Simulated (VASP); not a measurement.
VASP input:

File KPOINTS:
```
Automatic mesh
0
Gamma
7 7 7
0 0 0
```

**POSCAR**
```
ZnSe
1.0
  0.0000000000   2.8671467967   2.8671467967
  2.8671467967   0.0000000000   2.8671467967
  2.8671467967   2.8671467967   0.0000000000
Zn Se
1 1
Cartesian
  0.0000000000   0.0000000000   0.0000000000
  1.4335733984   1.4335733984   1.4335733984
```

### INCAR
```
! general
SYSTEM   =  ZnSe
PREC     =  Accurate
ENCUT    =  400
LREAL    =  F
LASPH    =  T

! electronic loop
EDIFF    =  1E-6
NELM     =  100
ALGO     =  Normal
LMAXMIX  =  4

! smearing
ISMEAR   =  0
SIGMA    =  0.05

! functional
GGA      =  PE

! ions
IBRION   =  2
NSW      =  60
ISIF     =  3
EDIFFG   =  -0.01

! output
LWAVE    =  F
LCHARG   =  F
```

POTCAR, in this order: Zn Se (PBE.64 set). Program: vasp_std.

Task: Write an equivalent input for Ansatz.

Result: One equivalent input (not run):
Ansatz 0.2 input:
```yaml
crystal:
  lattice:
    - [0.0000000, 2.8671468, 2.8671468]
    - [2.8671468, 0.0000000, 2.8671468]
    - [2.8671468, 2.8671468, 0.0000000]
  atoms:
    - { symbol: Zn, position: [0.0000000, 0.0000000, 0.0000000] }
    - { symbol: Se, position: [0.2500000, 0.2500000, 0.2500000] }
kpoints:
  mp_grid: { grid: [7, 7, 7] }
hamiltonian:
  xc: pbe
  pseudopotentials: { kind: paw }
scf:
  occupations: { method: gaussian, width: 0.05 }
  max_iter: 100
relax:
  max_steps: 60
  f_tol: 0.01
  cell: {}
output: { forces: true, stress: true, eigenvalues: true }
```
Limits of the translation: each code has its own PAW files, so the cut-off isn't converted (ENCUT is set for VASP's; basis.ecutwfc is left out, and Ansatz then takes the one that its files recommend); Ansatz stops its SCF on the density residual and VASP on the energy change (EDIFF).

The compound is ZnSe in the zinc blende structure. It was relaxed first. The start is the result of an earlier pass.
